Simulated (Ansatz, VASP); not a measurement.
# LiMgF3 in two plane-wave programs, part 2 of 2

Wanted: the spread between two codes on one cell, functional and k mesh. The cell is generated by rule, not measured, and may not be a known phase. Of the first pair: The cell is taken from a series of runs on this material, whose earlier steps may have relaxed, scaled, displaced or heated it; both programs get it as it stands.

VASP 6.6.1 and Ansatz 0.2.0.

So far: The structure; VASP: relaxation of cell and atoms, PBEsol, pair 1; Ansatz: relaxation of cell and atoms, PBEsol, pair 1; Side by side.

## Step 5: VASP: relaxation of cell and atoms, PBEsol, pair 2

Level of this step: PBEsol; plane waves and PAW (Li_sv, Mg, F); invented cell (VASP).

The relaxed volume is the usual yardstick between codes: in a stiff, nearly cubic crystal its relative difference is about their pressure difference at one cell divided by the bulk modulus.

The input, INCAR:

```
SYSTEM = LiMgF3
PREC = Accurate
ENCUT = 750
EDIFF = 1E-07
NELM = 120
ISMEAR = 0
SIGMA = 0.01
LREAL = .FALSE.
ALGO = Normal
GGA = PS
NBANDS = 19
LORBIT = 11
LWAVE = .FALSE.
LCHARG = .FALSE.
ISIF = 3
IBRION = 2
NSW = 80
EDIFFG = -0.005
LASPH = .TRUE.
GGA_COMPAT = .FALSE.
NELMIN = 4
EFERMI = MIDGAP
KPAR = 2
```

The input, POSCAR:

```
LiMgF3
1.0
    3.9293220000      0.0000000000      0.0000000000
    0.0000000000      3.9293220000      0.0000000000
    0.0000000000      0.0000000000      3.9052900000
Li Mg F
1 1 3
Direct
    0.0000000000      0.0000000000      0.2847514525
    0.5000000000      0.5000000000      0.4773141047
    0.5000000000      0.0000000000      0.4336202945
    0.5000000000      0.5000000000      0.9677114888
    0.0000000000      0.5000000000      0.4336202945
```

The input, KPOINTS:

```
Automatic mesh
0
Gamma
6 6 6
0 0 0
```

PAW data sets: Li_sv, Mg and F (PBE family, release 64).

Started as:

```sh
$ mpirun -np 2 vasp_std
```

Numbers of over 12 decimals in the logs are rounded to 6 here.

The log of the run:

```text
[banner, memory and clock lines left out]
running    2 mpi-ranks, on    1 nodes
[...]
[... a notice as in an earlier step ...]

 LDA part: xc-table for (Slater+PW92), standard interpolation
 POSCAR, INCAR and KPOINTS ok, starting setup
[...]
entering main loop
       N       E                     dE             d eps       ncg     rms          rms(c)
DAV:   1     0.205267464856E+03    0.20527E+03   -0.17267E+04  1520   0.176E+03
DAV:   2    -0.137842211225E+02   -0.21905E+03   -0.21374E+03  1840   0.361E+02
DAV:   3    -0.268074416845E+02   -0.13023E+02   -0.12979E+02  2344   0.834E+01
DAV:   4    -0.273494378213E+02   -0.54200E+00   -0.54096E+00  2309   0.979E+00
[...]
DAV:  13    -0.254998791433E+02    0.34441E-06   -0.26719E-06  2082   0.128E-02    0.890E-04
DAV:  14    -0.254998792631E+02   -0.11975E-06   -0.17150E-07  1716   0.351E-03    0.180E-04
DAV:  15    -0.254998792730E+02   -0.99385E-08   -0.81126E-09  1628   0.742E-04
   1 F= -.25499879E+02 E0= -.25499879E+02  d E =-.254999E+02
[... from here on, the cycles between the ionic steps are left out ...]
   2 F= -.25500725E+02 E0= -.25500725E+02  d E =-.845719E-03
   3 F= -.25500757E+02 E0= -.25500757E+02  d E =-.877671E-03
   4 F= -.25500757E+02 E0= -.25500757E+02  d E =-.877436E-03
   5 F= -.25500771E+02 E0= -.25500771E+02  d E =-.141070E-04
   6 F= -.25500788E+02 E0= -.25500788E+02  d E =-.316282E-04
   7 F= -.25500797E+02 E0= -.25500797E+02  d E =-.848053E-05
   8 F= -.25500801E+02 E0= -.25500801E+02  d E =-.127525E-04
   9 F= -.25500806E+02 E0= -.25500806E+02  d E =-.522424E-05
  10 F= -.25500816E+02 E0= -.25500816E+02  d E =-.147768E-04
  11 F= -.25500808E+02 E0= -.25500808E+02  d E =-.709161E-05
  12 F= -.25500817E+02 E0= -.25500817E+02  d E =-.161726E-04
  13 F= -.25500825E+02 E0= -.25500825E+02  d E =-.748506E-05
  14 F= -.25500838E+02 E0= -.25500838E+02  d E =-.206949E-04
[...]
reached required accuracy - stopping structural energy minimisation
```

Parts of OUTCAR (step 5):

```text
  Total       -0.0067723     -0.0067723     -0.0140666      0.0000000     -0.0000000      0.0000000
  in kB       -0.1814244     -0.1814244     -0.3768346      0.0000000     -0.0000000      0.0000000
  external PRESSURE =      -0.2465611 kB  Pullay stress =       0.0000000 kB

 POSITION                                       TOTAL-FORCE (eV/Angst)
 -----------------------------------------------------------------------------------
      0.00000      0.00000      1.09830         0.000000     -0.000000     -0.000484
      1.95915      1.95915      1.86105         0.000000      0.000000      0.002382
      1.95915      0.00000      1.69236         0.000000     -0.000000     -0.002227
      1.95915      1.95915      3.77239         0.000000      0.000000      0.002556
      0.00000      1.95915      1.69236         0.000000     -0.000000     -0.002227
 -----------------------------------------------------------------------------------
    total drift:                                0.000000      0.000000     -0.000360

  FREE ENERGIE OF THE ION-ELECTRON SYSTEM (eV)
  ---------------------------------------------------
  free  energy   TOTEN  =       -25.5008379572 eV

  energy  without entropy=      -25.5008379572  energy(sigma->0) =      -25.50083796

[... 1 part as in an earlier step ...]

[... 3 further parts left out ...]
[key lines of the parts left out:]
E-fermi :   1.2616
```

The run keeps the 8 symmetry operations of its start, so it cannot find a distortion of lower symmetry.

## Step 6: Ansatz: relaxation of cell and atoms, PBEsol, pair 2

The same cell, functional and mesh now go to Ansatz, which takes its cutoff from its data sets.

The cell is taken from a series of runs on this material, whose earlier steps may have relaxed, scaled, displaced or heated it; both programs get it as it stands.

The input, input.yaml:

```yaml
crystal:
  lattice:
    - [3.9293218918, 0.0, 0.0]
    - [0.0, 3.9293218918, 0.0]
    - [0.0, 0.0, 3.9052904013]
  atoms:
    - { symbol: Li, position: [0.0, 0.0, 0.2847515053] }
    - { symbol: Mg, position: [0.5, 0.5, 0.4773139417] }
    - { symbol: F, position: [0.5, 0.0, 0.4336202483] }
    - { symbol: F, position: [0.5, 0.5, 0.9677114004] }
    - { symbol: F, position: [0.0, 0.5, 0.4336202483] }
kpoints:
  mp_grid: { grid: [6, 6, 6] }
hamiltonian:
  xc: pbesol
  pseudopotentials: { kind: paw, azcp: { folder: soft_1 }, xc_functional: pbe }
scf:
  occupations: { method: fixed }
output:
  forces: true
  stress: true
  eigenvalues: true
relax:
  adjacent_minimum: "off"
  f_tol: 0.001
  max_steps: 60
  cell: { stress_tol: 0.01 }
```

Started as:

```sh
$ ansatz run input.yaml --threads 8 --pin off --max-ram 16384MiB --backend cpu --events-out ev --progress --plain --runs-dir out
```

The log of the run:

```text
[...]
Crystal: 5 atoms, lattice volume = 60.296 Å³
Basis set: ecut = 420 eV, 1205 PW (Γ), exchange–correlation on 54×54×54 points (8 copies of the dense FFT grid, shifted against one another)
Bands: 22, of which v1, the nominal top of the filled ones, is band 17 counted from 1 (16 counted from 0)
Symmetry: 8 space group operations
[...]
k-points: 40 of 216 (time reversal used)
[...]
--- Relaxed structure (4 steps of the walk, 4 accepted, 1 SCFs on fresh bases) ---
[...]
cell:  # Å, volume = 60.3251 Å³
    - [3.930423, 0, 0]
    - [0, 3.930423, 0]
    - [0, 0, 3.904985]
  atoms:
    - { symbol: Li, position: [0, 0, 0.285207] }
    - { symbol: Mg, position: [0.5, 0.5, 0.477089] }
    - { symbol: F, position: [0.5, 0, 0.433579] }
    - { symbol: F, position: [0.5, 0.5, 0.967564] }
    - { symbol: F, position: [0, 0.5, 0.433579] }
[key lines of the parts left out:]
SCF converged after 10 iterations
Free energy (F): -4523.836893 eV
Fermi energy:    0.667183 eV
P = ⅓ Tr σ = -0.0037 GPa (-0.037 kbar)
```

## Step 7: Comparison

What differs besides the data sets and the points named for the pairs above, as far as they apply: the data sets hold 34 valence electrons in Ansatz (on its PAW soft_1 files) and 26 in VASP. Total energies have different zeros and are not compared.

The two programs side by side:

```csv
quantity,Ansatz,VASP,difference
volume (Å³),60.33,59.81,+0.87 %
"edge a after relaxation, in the typed setting (Å)",3.930,3.918,+0.31 %
"edge c after relaxation, in the typed setting (Å)",3.905,3.895,+0.25 %
```

## Step 8: Ansatz: relaxation of cell and atoms, PBEsol, pair 3

The relaxed volume is the usual yardstick between codes: in a stiff, nearly cubic crystal its relative difference is about their pressure difference at one cell divided by the bulk modulus. Its start cell is another than that of the pair before, and may be another structure of the material.

The two relaxations start from unlike cells of this crystal (the structure described is Ansatz's start), so only their ends are compared.

input.yaml, the sections that differ from step 6:

```yaml
crystal:
  lattice:
    - [3.8727366541, 0.0, 0.0]
    - [0.0, 3.8727366541, 0.0]
    - [0.0, 0.0, 3.8727366541]
  atoms:
    - { symbol: Li, position: [0.0, -0.1549292022, 0.0] }
    - { symbol: Mg, position: [0.5, 0.4952843288, 0.5] }
    - { symbol: F, position: [0.5, 0.5304087723, 0.0] }
    - { symbol: F, position: [0.5, 0.0018099849, 0.5] }
    - { symbol: F, position: [0.0, 0.5304087723, 0.5] }
kpoints:
  mp_grid: { grid: [8, 8, 8] }
relax:
  adjacent_minimum: "off"
  f_tol: 0.002
  max_steps: 120
  cell: { stress_tol: 0.03 }
# hamiltonian, scf, output: as in step 6
```

The log of the run:

```text
[...]
Crystal: 5 atoms, lattice volume = 58.084 Å³
Basis set: ecut = 420 eV, 1141 PW (Γ), exchange–correlation on 54×54×54 points (8 copies of the dense FFT grid, shifted against one another)
Bands: 22, of which v1, the nominal top of the filled ones, is band 17 counted from 1 (16 counted from 0)
Symmetry: 8 space group operations
[...]
k-points: 75 of 512 (time reversal used)
[...]
--- Relaxed structure (10 steps of the walk, 10 accepted, 2 SCFs on fresh bases) ---
[...]
cell:  # Å, volume = 60.2960 Å³
    - [3.929322, 0, 0]
    - [0, 3.905290, 0.0]
    - [0, 0.0, 3.929322]
  atoms:
    - { symbol: Li, position: [0, -0.284752, 0] }
    - { symbol: Mg, position: [0.500000, 0.522686, 0.500000] }
    - { symbol: F, position: [0.500000, 0.566380, 0.0] }
    - { symbol: F, position: [0.500000, 0.032289, 0.500000] }
    - { symbol: F, position: [0, 0.566380, 0.500000] }
[key lines of the parts left out:]
SCF converged after 7 iterations
Free energy (F): -4523.836931 eV
Fermi energy:    0.670898 eV
P = ⅓ Tr σ = 0.0245 GPa (0.245 kbar)
```

## Step 9: VASP: relaxation of cell and atoms, PBEsol, pair 3

Its own start cell and the same functional and mesh now go to VASP, with its own data sets.

INCAR is that of step 5.

The input, POSCAR:

```
LiMgF3
1.0
    3.9145624261      0.0000000000      0.0000000000
    0.0000000000      3.8949288424      0.0000000000
    0.0000000000      0.0000000000      3.9145624261
Li Mg F
1 1 3
Direct
    0.0000000000      0.7199252612      0.0000000000
    0.4999998709      0.5214935324      0.4999998709
    0.4999998709      0.5652766039      0.0000000000
    0.4999998709      0.0310104372      0.4999998709
    0.0000000000      0.5652766039      0.4999998709
```

The input, KPOINTS:

```
Automatic mesh
0
Gamma
8 8 8
0 0 0
```

Started as:

```sh
$ mpirun -np 2 vasp_std
```

The log of the run:

```text
[... set-up lines as in an earlier step ...]
 entering main loop
       N       E                     dE             d eps       ncg     rms          rms(c)
DAV:   1     0.201558190230E+03    0.20156E+03   -0.17158E+04  2850   0.176E+03
DAV:   2    -0.140470287043E+02   -0.21561E+03   -0.20941E+03  3453   0.361E+02
DAV:   3    -0.266649994691E+02   -0.12618E+02   -0.12570E+02  4297   0.825E+01
DAV:   4    -0.273457709739E+02   -0.68077E+00   -0.67916E+00  4539   0.107E+01
[...]
DAV:  13    -0.254995085277E+02    0.35958E-06   -0.32096E-06  3914   0.141E-02    0.897E-04
DAV:  14    -0.254995086515E+02   -0.12376E-06   -0.16818E-07  3172   0.350E-03    0.165E-04
DAV:  15    -0.254995086618E+02   -0.10356E-07   -0.79932E-09  2990   0.753E-04
   1 F= -.25499509E+02 E0= -.25499509E+02  d E =-.254995E+02
[...]
N       E                     dE             d eps       ncg     rms          rms(c)
DAV:   1    -0.254997457118E+02   -0.23706E-03   -0.45725E-03  3078   0.611E-01    0.119E-01
DAV:   2    -0.254995338061E+02    0.21191E-03   -0.87618E-04  3107   0.232E-01    0.192E-02
DAV:   3    -0.254995304062E+02    0.33999E-05   -0.87572E-06  3305   0.265E-02    0.104E-02
DAV:   4    -0.254995285086E+02    0.18976E-05   -0.19520E-06  4400   0.132E-02    0.112E-03
DAV:   5    -0.254995284402E+02    0.68380E-07   -0.12165E-07  3134   0.288E-03
   2 F= -.25499528E+02 E0= -.25499528E+02  d E =-.197784E-04
 trial-energy change:   -0.000020  1 .order   -0.000020   -0.000032   -0.000007
 step:   1.2746(harm=  1.2746)  dis= 0.00020  next Energy=   -25.499529 (dE=-0.207E-04)
 reached required accuracy - stopping structural energy minimisation
```

From OUTCAR (step 9):

```text
  Total        0.0082223     -0.0002401      0.0082223     -0.0000000      0.0000000      0.0000000
  in kB        0.2205182     -0.0064399      0.2205182     -0.0000000      0.0000000      0.0000000
  external PRESSURE =       0.1448655 kB  Pullay stress =       0.0000000 kB

 POSITION                                       TOTAL-FORCE (eV/Angst)
 -----------------------------------------------------------------------------------
     -0.00000      2.80449      0.00000        -0.000000     -0.003012      0.000000
      1.95798      2.03155      1.95798        -0.000000     -0.001017      0.000000
      1.95798      2.20227      0.00000         0.000000      0.002318      0.000000
      1.95798      0.12058      1.95798        -0.000000     -0.000606      0.000000
     -0.00000      2.20227      1.95798        -0.000000      0.002318      0.000000
 -----------------------------------------------------------------------------------
    total drift:                                0.001883      0.000134      0.001886

  FREE ENERGIE OF THE ION-ELECTRON SYSTEM (eV)
  ---------------------------------------------------
  free  energy   TOTEN  =       -25.4995284402 eV

  energy  without entropy=      -25.4995284402  energy(sigma->0) =      -25.49952844

[... 1 part as in an earlier step ...]

[... 3 further parts left out ...]
[key lines of the parts left out:]
E-fermi :   1.2680
```

## Step 10: Differences

What differs besides the data sets and the points named for the pairs above, as far as they apply: the data sets hold 34 valence electrons in Ansatz (on its PAW soft_1 files) and 26 in VASP. Total energies have different zeros and are not compared.

The two programs side by side:

```csv
quantity,Ansatz,VASP,difference
volume (Å³),60.30,59.74,+0.93 %
"edge a after relaxation, in the typed setting (Å)",3.929,3.916,+0.34 %
"edge b after relaxation, in the typed setting (Å)",3.905,3.896,+0.25 %
```

## Step 11: Results

```yaml
difference_in_volume_relaxation_of_cell_and_atoms_pbesol_pair_1: 0.90 %
difference_in_volume_relaxation_of_cell_and_atoms_pbesol_pair_2: 0.87 %
difference_in_volume_relaxation_of_cell_and_atoms_pbesol_pair_3: 0.93 %
```

The difference in volume is 0.93 % (relaxation of cell and atoms, PBEsol, pair 3), within the 1.2 % picked in this series as the mark of a large difference, as far as the stopping tolerances let one tell. The data sets hold unlike numbers of valence electrons (34 in Ansatz and 26 in VASP), so part of the differences comes from the potentials. 3 further runs of this series are not shown here. Such differences can come from data sets, numerical settings and the points named under the comparisons, not from the functional's error against experiment.

[Lines on the potential files, build, host, timing and source positions are cut from VASP's logs without a mark.]

[Logs are printed without paths, hosts, clocks, repeated set-up lines and the standing remarks that a program may print on its own settings, such as how far it seeks lower states.]

[Hosts, paths, dates, database ids (printed as entryN), source tags and the programs' standing remarks are cut or masked in the printed files.]
